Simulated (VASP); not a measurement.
Output of a VASP run:

OSZICAR:
```
       N       E                     dE             d eps       ncg     rms          rms(c)
DAV:   1     0.766687843615E+03    0.76669E+03   -0.25248E+04  1120   0.282E+03
DAV:   2     0.961831014494E+02   -0.67050E+03   -0.63479E+03   960   0.660E+02
DAV:   3    -0.464013677819E+02   -0.14258E+03   -0.13295E+03   972   0.197E+02
DAV:   4    -0.554211526835E+02   -0.90198E+01   -0.88539E+01  1120   0.600E+01
DAV:   5    -0.555924244461E+02   -0.17127E+00   -0.17093E+00  1076   0.876E+00    0.270E+01
DAV:   6    -0.595158072062E+02   -0.39234E+01   -0.54560E+01  1160   0.643E+01    0.297E+01
DAV:   7    -0.520896390893E+02    0.74262E+01   -0.30544E+01  1100   0.488E+01    0.600E+00
DAV:   8    -0.521098728310E+02   -0.20234E-01   -0.20199E+00  1052   0.664E+00    0.288E+00
DAV:   9    -0.520406132824E+02    0.69260E-01   -0.12513E-01  1144   0.252E+00    0.118E+00
DAV:  10    -0.520297923032E+02    0.10821E-01   -0.19819E-02  1064   0.932E-01    0.340E-01
DAV:  11    -0.520292512404E+02    0.54106E-03   -0.26312E-03  1064   0.401E-01    0.204E-01
DAV:  12    -0.520293566313E+02   -0.10539E-03   -0.34689E-04  1132   0.135E-01    0.926E-02
DAV:  13    -0.520294513227E+02   -0.94691E-04   -0.10592E-04  1244   0.690E-02    0.986E-02
DAV:  14    -0.520294681674E+02   -0.16845E-04   -0.62433E-05  1076   0.537E-02    0.358E-02
DAV:  15    -0.520294754945E+02   -0.73271E-05   -0.15789E-05   928   0.226E-02    0.218E-02
DAV:  16    -0.520294774835E+02   -0.19889E-05   -0.15335E-06   584   0.101E-02    0.467E-03
DAV:  17    -0.520294779366E+02   -0.45313E-06   -0.86784E-07   552   0.534E-03
   1 F= -.52029478E+02 E0= -.51909345E+02  d E =-.240266E+00  mag=     5.1723
```

OUTCAR:
```
------------------------ aborting loop because EDIFF is reached ----------------------------------------
  FORCE on cell =-STRESS in cart. coord.  units (eV):
  Direction    XX          YY          ZZ          XY          YZ          ZX
  --------------------------------------------------------------------------------------
  Total       -1.1129021     -1.1129021     -1.1129021      0.0000000      0.0000000      0.0000000
  in kB      -17.2952501    -17.2952501    -17.2952501      0.0000000      0.0000000      0.0000000
  external PRESSURE =     -17.2952501 kB  Pullay stress =       0.0000000 kB
  volume of cell :      103.10
      direct lattice vectors                 reciprocal lattice vectors
     4.689000000  0.000000000  0.000000000     0.213265089  0.000000000  0.000000000
     0.000000000  4.689000000  0.000000000     0.000000000  0.213265089  0.000000000
     0.000000000  0.000000000  4.689000000     0.000000000  0.000000000  0.213265089
 POSITION                                       TOTAL-FORCE (eV/Angst)
 -----------------------------------------------------------------------------------
      3.94814      3.94814      3.94814         0.010697      0.010697      0.010697
      3.08536      0.74086      1.60364        -0.010697     -0.010697      0.010697
      1.60364      3.08536      0.74086         0.010697     -0.010697     -0.010697
      0.74086      1.60364      3.08536        -0.010697      0.010697     -0.010697
      0.63301      0.63301      0.63301         0.013375      0.013375      0.013375
      1.71149      4.05599      2.97751        -0.013375     -0.013375      0.013375
      2.97751      1.71149      4.05599         0.013375     -0.013375     -0.013375
      4.05599      2.97751      1.71149        -0.013375      0.013375     -0.013375
 -----------------------------------------------------------------------------------
    total drift:                                0.000001     -0.000004     -0.000000
  FREE ENERGIE OF THE ION-ELECTRON SYSTEM (eV)
  ---------------------------------------------------
  free  energy   TOTEN  =       -52.0294779366 eV

  energy  without entropy=      -51.7892117470  energy(sigma->0) =      -51.90934484

 total charge

# of ion       s       p       d       tot
------------------------------------------
    1        1.124   1.229  10.113  12.466
    2        1.124   1.229  10.113  12.466
    3        1.124   1.229  10.113  12.466
    4        1.124   1.229  10.113  12.466
    5        0.379   0.501   6.410   7.290
    6        0.379   0.501   6.410   7.290
    7        0.379   0.501   6.410   7.290
    8        0.379   0.501   6.410   7.290
--------------------------------------------------
tot          6.011   6.919  66.093  79.023

 magnetization (x)

# of ion       s       p       d       tot
------------------------------------------
    1       -0.006  -0.059  -0.005  -0.069
    2       -0.006  -0.059  -0.005  -0.069
    3       -0.006  -0.059  -0.005  -0.069
    4       -0.006  -0.059  -0.005  -0.069
    5       -0.001   0.003   1.387   1.389
    6       -0.001   0.003   1.387   1.389
    7       -0.001   0.003   1.387   1.389
    8       -0.001   0.003   1.387   1.389
--------------------------------------------------
tot         -0.027  -0.221   5.529   5.281
```
(Selected blocks of OUTCAR.)

**POSCAR**
```
FeGe
1
    4.6890000000     0.0000000000     0.0000000000
    0.0000000000     4.6890000000     0.0000000000
    0.0000000000     0.0000000000     4.6890000000
Ge Fe
4 4
Direct
  0.8420000000   0.8420000000   0.8420000000
  0.6580000000   0.1580000000   0.3420000000
  0.3420000000   0.6580000000   0.1580000000
  0.1580000000   0.3420000000   0.6580000000
  0.1350000000   0.1350000000   0.1350000000
  0.3650000000   0.8650000000   0.6350000000
  0.6350000000   0.3650000000   0.8650000000
  0.8650000000   0.6350000000   0.3650000000
```

Q: Write an INCAR and KPOINTS that could have produced this output.

A: Several could match; the one computed here: the input of the run itself, PBE GGA, plane waves, VASP's PBE PAW potentials (set 64).

### INCAR
```
SYSTEM = FeGe
PREC = Accurate
ENCUT = 300
EDIFF = 1E-6
NELM = 100
ALGO = Normal
LREAL = .FALSE.
LASPH = .TRUE.
ISMEAR = -1
SIGMA = 0.1
GGA = PE
LMAXMIX = 4
LWAVE = .FALSE.
LCHARG = .FALSE.
ISIF = 2
ISPIN = 2
MAGMOM = 0.0 0.0 0.0 0.0 4.0 4.0 4.0 4.0
LORBIT = 11
```

KPOINTS:
```
Automatic mesh
0
Gamma
2 2 2
0 0 0
```

POTCAR, in this order: Ge_d Fe (PBE.64 set). Program: vasp_std.

At this cut-off the stress carries a Pulay error, which pulls relaxed volumes low.

The structure comes from a measured FeGe entry of the Crystallography Open Database, whose conditions weren't checked. The cell was not relaxed at this level. The k-mesh is coarse (spacing up to 0.67 per Å, 2π included), so the numbers may not be converged in it. The run is one of a series of settings (KPOINTS 2×2×2 Γ-centred mesh against the base run), some of them coarse on purpose.
